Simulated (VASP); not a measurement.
```
CELL_PARAMETERS angstrom
      0.00000     2.81528     2.81528
      2.81528     0.00000     2.81528
      2.81528     2.81528     0.00000
ATOMIC_POSITIONS crystal
  Ga 0.00000 0.00000 0.00000
  As 0.25000 0.25000 0.25000
```

These are HSEsol screened hybrid, VASP's PBE PAW potentials (set 64) (plane waves; VASP) values and carry that method's errors. Numerical set-up: 520 eV cut-off, 6×6×6 Γ-centred mesh, Gaussian smearing of 0.050 eV, potentials Ga_d As.

Question: Estimate the energy per atom (σ→0), band gap (on the k-mesh) with the smallest direct gap where there is one.

Answer: 
The band gap (on the k-mesh) is 1.44 eV and the smallest direct gap (on the k-mesh) is 1.44 eV. The energy per atom (σ→0) is -5.216 eV/atom.

The compound is GaAs in the zinc blende structure. This cell is one point of a volume scan, at 0.94 of the reference volume. The cell's shape comes from a PBE relaxation.
